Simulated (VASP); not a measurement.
Computed with PBEsol GGA, VASP's PBE PAW potentials (set 64) (plane waves; VASP).

Input for VASP

### KPOINTS
```
Automatic
0
Gamma
  14 14 14
```

POSCAR:
```
NbP
6.1095150
 -0.2715394994   0.2715394994   0.9233269849
  0.2715394994  -0.2715394994   0.9233269849
  0.2715394994   0.2715394994  -0.9233269849
Nb P
2 2
Cart
 -0.0000000000   0.0000000000   1.3852829073
  0.0000000000   0.2715394994   0.0002924298
  0.2715394994   0.2715394994  -0.3093669048
  0.2715394994   0.0000000000   0.1522965877
```

INCAR:
```
LASPH = .TRUE.
LEFG = .TRUE.
GGA = PS   # PBEsol
LCHARG = .TRUE.
LWAVE = .FALSE.
ISIF = 2   # forces and stress, cell fixed
LREAL = .FALSE.
SYSTEM = NbP
LMAXMIX = 4   # l cut-off of mixed one-centre charges
PREC = Accurate
NEDOS = 601   # DOS grid
LORBIT = 11
NELM = 100
EDIFF = 1E-7
ALGO = Normal
ENCUT = 400   # plane-wave cut-off (eV)
ISMEAR = -5
```

POTCAR, in this order: Nb_sv P (PBE.64 set). Program: vasp_std.

The run wrote:

### OSZICAR
```
       N       E                     dE             d eps       ncg     rms          rms(c)
DAV:   1     0.295348282187E+03    0.29535E+03   -0.17319E+04 10784   0.135E+03
DAV:   2    -0.133796396036E+02   -0.30873E+03   -0.30394E+03 13118   0.498E+02
DAV:   3    -0.387508435747E+02   -0.25371E+02   -0.25162E+02 19744   0.104E+02
DAV:   4    -0.400931399596E+02   -0.13423E+01   -0.13397E+01 15762   0.215E+01
DAV:   5    -0.401487109565E+02   -0.55571E-01   -0.55556E-01 17896   0.455E+00    0.139E+01
DAV:   6    -0.378521421276E+02    0.22966E+01   -0.11688E+01 15704   0.221E+01    0.516E+00
DAV:   7    -0.378480445966E+02    0.40975E-02   -0.67175E-01 18380   0.440E+00    0.298E+00
DAV:   8    -0.378364074989E+02    0.11637E-01   -0.60230E-02 13900   0.173E+00    0.522E-01
DAV:   9    -0.378364010401E+02    0.64588E-05   -0.91719E-03 18440   0.728E-01    0.279E-01
DAV:  10    -0.378365984312E+02   -0.19739E-03   -0.98464E-04 13538   0.319E-01    0.503E-02
DAV:  11    -0.378365624555E+02    0.35976E-04   -0.19944E-04 17808   0.825E-02    0.157E-02
DAV:  12    -0.378365596302E+02    0.28254E-05   -0.70274E-06 14352   0.246E-02    0.654E-03
DAV:  13    -0.378365590994E+02    0.53073E-06   -0.73531E-07 14568   0.721E-03    0.313E-03
DAV:  14    -0.378365590942E+02    0.51909E-08   -0.69969E-08  9670   0.259E-03
   1 F= -.37836559E+02 E0= -.37836559E+02  d E =0.000000E+00
```

File OUTCAR:
```
------------------------ aborting loop because EDIFF is reached ----------------------------------------
  FORCE on cell =-STRESS in cart. coord.  units (eV):
  Direction    XX          YY          ZZ          XY          YZ          ZX
  --------------------------------------------------------------------------------------
  Total        0.0194848      0.0194848     -0.0930307      0.0000000      0.0000000      0.0000000
  in kB        0.5026946      0.5026946     -2.4001321      0.0000000      0.0000000      0.0000000
  external PRESSURE =      -0.4649143 kB  Pullay stress =       0.0000000 kB
  volume of cell :       62.10
      direct lattice vectors                 reciprocal lattice vectors
    -1.658974644  1.658974644  5.641080064     0.000000000  0.301390984  0.088635509
     1.658974644 -1.658974644  5.641080064     0.301390984  0.000000000  0.088635509
     1.658974644  1.658974644 -5.641080064     0.301390984  0.301390984  0.000000000
 POSITION                                       TOTAL-FORCE (eV/Angst)
 -----------------------------------------------------------------------------------
      0.00000      0.00000      8.46341        -0.000000      0.000000      0.009458
      0.00000      1.65897      0.00179         0.000000     -0.000000      0.009458
      0.00000      0.00000      3.75100         0.000000      0.000000     -0.009458
      1.65897      0.00000      0.93046         0.000000      0.000000     -0.009458
 -----------------------------------------------------------------------------------
    total drift:                                0.000000      0.000000     -0.000092
  FREE ENERGIE OF THE ION-ELECTRON SYSTEM (eV)
  ---------------------------------------------------
  free  energy   TOTEN  =       -37.8365590942 eV

  energy  without entropy=      -37.8365590942  energy(sigma->0) =      -37.83655909

 total charge

# of ion       s       p       d       tot
------------------------------------------
    1        2.160   6.036   2.514  10.709
    2        2.160   6.036   2.514  10.709
    3        1.019   1.535   0.000   2.555
    4        1.019   1.535   0.000   2.555
--------------------------------------------------
tot          6.358  15.142   5.027  26.527

 Electric field gradients after diagonalization (V/A^2)
 (convention: |V_zz| > |V_xx| > |V_yy|)
----------------------------------------------------------------------
 ion       V_xx      V_yy      V_zz     asymmetry (V_yy - V_xx)/ V_zz
----------------------------------------------------------------------
   1       9.558     9.207   -18.764       0.019
   2       9.558     9.207   -18.764       0.019
   3     -11.200    -3.649    14.848       0.509
   4     -11.200    -3.649    14.848       0.509
```
(Selected blocks of OUTCAR.)

For a metal the tetrahedron method with Blöchl corrections gives inexact stress and forces.

The structure comes from a computed database's NbP entry (I4_1md); how it stands against other phases isn't given here. It was relaxed first.
